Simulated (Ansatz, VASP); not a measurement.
# Cross-check of Si2GeC between VASP and Ansatz, part 2 of 2

Wanted: the spread between two codes on one cell, functional and k mesh. The cell is invented: As first built, before any earlier steps moved the atoms (in the runner's words): it takes the SiC structure with some of its atoms replaced by other elements, volume scaled by an estimate. It may not be a known or stable phase. The cell is a member of a volume series, scaled by 0.94 from a relaxed one, so a pressure remains.

VASP 6.6.1 and Ansatz 0.2.0.

So far. Step 5 (Ansatz: single point, r2SCAN, volume scaled by 0.98): The run ends at a pressure of 2.84 GPa, with forces up to 0.100 eV/Å.

### Step 6. VASP: single point, r2SCAN, volume scaled by 0.98

Level of this step: r2SCAN; plane waves and PAW (Ge_d, Si, C); invented cell (VASP).

The same cell, functional, mesh and smearing now go to VASP, with its own data sets and cutoff.

Contents of INCAR:

```
SYSTEM = Si2GeC
PREC = Accurate
ENCUT = 520
EDIFF = 1E-06
NELM = 100
ISMEAR = 0
SIGMA = 0.05
LREAL = .FALSE.
ALGO = Normal
METAGGA = R2SCAN
LASPH = .TRUE.
NBANDS = 19
LORBIT = 11
LWAVE = .FALSE.
LCHARG = .FALSE.
KPAR = 2
ISIF = 2
```

Contents of POSCAR:

```
Si2GeC
1.0
    3.4254768319      0.0000000000      0.0000000000
    0.0000000000      3.4254768319      0.0000000000
    0.0000000000      0.0000000000      5.0278337640
Ge Si C
1 2 1
Direct
    0.5000000000      0.5000000000      0.0000000000
    0.0000000000      0.5000000000      0.3012787091
    0.5000000000      0.0000000000      0.6987212909
    0.0000000000      0.0000000000      0.5000000000
```

Contents of KPOINTS:

```
Automatic mesh
0
Gamma
7 7 5
0 0 0
```

The projector-augmented-wave data sets are Ge_d, Si and C (PBE family, release 64).

Launch:

```bash
mpirun -np 2 vasp_std
```

Numbers of over 12 decimals in the logs are rounded to 6 here.

Output:

```text
[banner, memory and clock lines left out]
running    2 mpi-ranks, on    1 nodes
[...]
[... a notice as in an earlier step ...]

 LDA part: xc-table for (None), standard interpolation
 POSCAR, INCAR and KPOINTS ok, starting setup
[...]
entering main loop
       N       E                     dE             d eps       ncg     rms          rms(c)
DAV:   1     0.157349245804E+03    0.15735E+03   -0.13270E+04  1295   0.260E+03
DAV:   2    -0.199603779554E+02   -0.17731E+03   -0.17055E+03  1192   0.570E+02
DAV:   3    -0.438048680691E+02   -0.23844E+02   -0.23505E+02  1411   0.127E+02
DAV:   4    -0.446584927749E+02   -0.85362E+00   -0.85119E+00  1436   0.240E+01
[...]
DAV:  12    -0.401114051916E+02    0.17223E-04   -0.12335E-04  1543   0.626E-02    0.827E-03
DAV:  13    -0.401114070429E+02   -0.18513E-05   -0.12263E-05  1257   0.237E-02    0.508E-03
DAV:  14    -0.401114074960E+02   -0.45308E-06   -0.76608E-07   738   0.960E-03
   1 F= -.40111407E+02 E0= -.40110891E+02  d E =-.103332E-02
```

Parts of OUTCAR (step 6):

```text
  Total        1.0326865      1.0326865      1.0711365      0.0000000     -0.0000000      0.0000000
  in kB       28.0450432     28.0450432     29.0892440      0.0000000     -0.0000000      0.0000000
  external PRESSURE =      28.3931102 kB  Pullay stress =       0.0000000 kB

 POSITION                                       TOTAL-FORCE (eV/Angst)
 -----------------------------------------------------------------------------------
      1.71274      1.71274      0.00000         0.000000     -0.000000      0.000000
      0.00000      1.71274      1.51478         0.000000      0.000000      0.093573
      1.71274      0.00000      3.51305         0.000000      0.000000     -0.093573
      0.00000      0.00000      2.51392         0.000000      0.000000      0.000000
 -----------------------------------------------------------------------------------
    total drift:                                0.000000      0.000000      0.000000

  FREE ENERGIE OF THE ION-ELECTRON SYSTEM (eV)
  ---------------------------------------------------
  free  energy   TOTEN  =       -40.1114074960 eV

  energy  without entropy=      -40.1103741729  energy(sigma->0) =      -40.11089083

[... 1 part as in an earlier step ...]

[... 2 further parts left out ...]
[key lines of the parts left out:]
E-fermi :   7.7340
```

The run ends at a pressure of 2.84 GPa, with forces up to 0.094 eV/Å.

### Step 7. Comparison

The two programs side by side:

```
      quantity  Ansatz  VASP  difference
pressure (GPa)    2.84  2.84        0.00
```

Forces (eV/Å; atoms numbered as in POSCAR):

```
atom        Ansatz x, y, z          VASP x, y, z
 Ge1   0.000, 0.000, 0.000   0.000, 0.000, 0.000
 Si2   0.000, 0.000, 0.100   0.000, 0.000, 0.094
 Si3  0.000, 0.000, -0.100  0.000, 0.000, -0.094
  C4   0.000, 0.000, 0.000   0.000, 0.000, 0.000
```

The forces differ by 2.5 meV/Å r.m.s., which is 6.6 % of the r.m.s. force of 0.04 eV/Å (both taken over all components). Ansatz's pressure holds a Pulay correction of 0.03 GPa; VASP's holds none.

### Step 8. VASP: single point, r2SCAN, volume scaled by 1.04

With cell and atoms fixed, the geometry can't cause a difference; cores, projectors, grids and the points listed under the comparison can. The cell compared in this pair holds 62.61 Å³, against 59.00 Å³ for the pair before.

INCAR is that of step 6.

Contents of POSCAR:

```
Si2GeC
1.0
    3.4940044657      0.0000000000      0.0000000000
    0.0000000000      3.4940044657      0.0000000000
    0.0000000000      0.0000000000      5.1284170020
Ge Si C
1 2 1
Direct
    0.5000000000      0.5000000000      0.0000000000
    0.0000000000      0.5000000000      0.3012787091
    0.5000000000      0.0000000000      0.6987212909
    0.0000000000      0.0000000000      0.5000000000
```

KPOINTS is that of step 6.

Launch:

```bash
mpirun -np 2 vasp_std
```

Output:

```text
[... set-up lines as in an earlier step ...]
 entering main loop
       N       E                     dE             d eps       ncg     rms          rms(c)
DAV:   1     0.163159450810E+03    0.16316E+03   -0.13019E+04  1269   0.258E+03
DAV:   2    -0.192726056175E+02   -0.18243E+03   -0.17611E+03  1239   0.603E+02
DAV:   3    -0.436288058595E+02   -0.24356E+02   -0.23990E+02  1372   0.126E+02
DAV:   4    -0.445793760747E+02   -0.95057E+00   -0.94829E+00  1497   0.259E+01
[...]
DAV:  12    -0.400863611108E+02    0.28136E-04   -0.96793E-05  1493   0.534E-02    0.116E-02
DAV:  13    -0.400863633489E+02   -0.22381E-05   -0.15500E-05  1358   0.286E-02    0.379E-03
DAV:  14    -0.400863637897E+02   -0.44089E-06   -0.16299E-06   971   0.776E-03
   1 F= -.40086364E+02 E0= -.40085845E+02  d E =-.103857E-02
```

From OUTCAR (step 8):

```text
  Total       -1.7656160     -1.7656160     -1.9546421      0.0000000     -0.0000000      0.0000000
  in kB      -45.1831581    -45.1831581    -50.0204503      0.0000000     -0.0000000      0.0000000
  external PRESSURE =     -46.7955888 kB  Pullay stress =       0.0000000 kB

 POSITION                                       TOTAL-FORCE (eV/Angst)
 -----------------------------------------------------------------------------------
      1.74700      1.74700      0.00000         0.000000     -0.000000      0.000000
      0.00000      1.74700      1.54508        -0.000000      0.000000     -0.151789
      1.74700      0.00000      3.58333         0.000000      0.000000      0.151789
      0.00000      0.00000      2.56421         0.000000      0.000000      0.000000
 -----------------------------------------------------------------------------------
    total drift:                                0.000000      0.000000     -0.000000

  FREE ENERGIE OF THE ION-ELECTRON SYSTEM (eV)
  ---------------------------------------------------
  free  energy   TOTEN  =       -40.0863637897 eV

  energy  without entropy=      -40.0853252167  energy(sigma->0) =      -40.08584450

[... 1 part as in an earlier step ...]

[... 2 further parts left out ...]
[key lines of the parts left out:]
E-fermi :   7.0417
```

The run ends at a pressure of -4.68 GPa, with forces up to 0.15 eV/Å.

### Step 9. Ansatz: single point, r2SCAN, volume scaled by 1.04

The same cell, functional, mesh and smearing now go to Ansatz, which takes its cutoff from its data sets.

The cell is a member of a volume series, scaled by 1.04 from a relaxed one, so a pressure remains.

Contents of input.yaml:

```yaml
crystal:
  lattice:
    - [3.4940044657, 0.0, 0.0]
    - [0.0, 3.4940044657, 0.0]
    - [0.0, 0.0, 5.128417002]
  atoms:
    - { symbol: Ge, position: [0.5, 0.5, 0.0] }
    - { symbol: Si, position: [0.0, 0.5, 0.3012787091] }
    - { symbol: Si, position: [0.5, 0.0, 0.6987212909] }
    - { symbol: C, position: [0.0, 0.0, 0.5] }
hamiltonian:
  xc: r2scan
  pseudopotentials: { kind: paw }
kpoints:
  mp_grid: { grid: [7, 7, 5] }
scf:
  occupations: { method: gaussian, width: 0.05 }
  n_extra_bands: 5
output:
  forces: true
  stress: true
  eigenvalues: true
```

Launch:

```bash
ansatz run input.yaml --threads 2 --pin off --max-ram 4608MiB --backend cpu --events-out ev --progress --plain --runs-dir out
```

Output:

```text
[...]
Crystal: 4 atoms, lattice volume = 62.608 Å³
Basis set: ecut = 500 eV, 1579 PW (Γ), exchange–correlation on 108×108×160 points (64 copies of the dense FFT grid, shifted against one another)
Bands: 18, of which v1, the nominal top of the filled ones, is band 13 counted from 1 (12 counted from 0)
Symmetry: 8 space group operations
[...]
k-point 0: bands = [... 9 lower, 4.2456, 7.9678, 8.2064, 9.1764, 9.1764, 10.3427, 12.5838, 12.5838, ... 1 higher]
  k-point 1: bands = [... 9 lower, 4.3228, 6.8122, 8.7194, 8.7194, 8.8536, 10.4831, 12.4953, 13.3102, ... 1 higher]
  k-point 2: bands = [... 9 lower, 4.4631, 5.1795, 8.1321, 8.1321, 9.4599, 10.4037, 12.6847, 13.9805, ... 1 higher]
  k-point 29: bands = [... 9 lower, 3.3451, 3.7415, 4.2923, 4.9207, 11.4778, 12.2941, 13.2164, 13.7648, ... 1 higher]
[key lines of the parts left out:]
SCF converged after 8 iterations
Free energy (F): -5831.428243 eV
Fermi energy:    8.918253 eV
P = ⅓ Tr σ = -4.6843 GPa (-46.843 kbar)
```

Run time: 9.4 s. Hardware: 2 threads of Arm Neoverse N1, shared host; peak memory 0.46 GiB; 18 s of CPU time.

The run ends at a pressure of -4.68 GPa, with forces up to 0.15 eV/Å.

### Step 10. Comparison

Compared:

```
      quantity  Ansatz   VASP  difference
pressure (GPa)   -4.68  -4.68        0.00
```

Forces (eV/Å; atoms numbered as in POSCAR):

```
atom        Ansatz x, y, z          VASP x, y, z
 Ge1   0.000, 0.000, 0.000   0.000, 0.000, 0.000
 Si2  0.000, 0.000, -0.147  0.000, 0.000, -0.152
 Si3   0.000, 0.000, 0.147   0.000, 0.000, 0.152
  C4   0.000, 0.000, 0.000   0.000, 0.000, 0.000
```

The forces differ by 1.9 meV/Å r.m.s., which is 3.1 % of the r.m.s. force of 0.06 eV/Å (both taken over all components). Ansatz's pressure holds a Pulay correction of 0.02 GPa; VASP's holds none.

### Step 11. What came out

| Property | Result |
| --- | --- |
| r.m.s. force difference (single point, r2SCAN, volume scaled by 0.94) | 2.0 meV/Å |
| r.m.s. force difference (single point, r2SCAN, volume scaled by 0.98) | 2.5 meV/Å |
| r.m.s. force difference (single point, r2SCAN, volume scaled by 1.04) | 1.9 meV/Å |

In words: The r.m.s. force difference is 2.5 meV/Å (single point, r2SCAN, volume scaled by 0.98), within the 12 meV/Å picked in this series as the mark of a large difference. How closely two codes agree says nothing of how well the functional describes the real material.

[Lines on the potential files, build, host, timing and source positions are cut from VASP's logs without a mark.]

[Logs are printed without paths, hosts, clocks, repeated set-up lines and the standing remarks that a program may print on its own settings, such as how far it seeks lower states.]

[Hosts, paths, dates, database ids (printed as entryN), source tags and the programs' standing remarks are cut or masked in the printed files.]
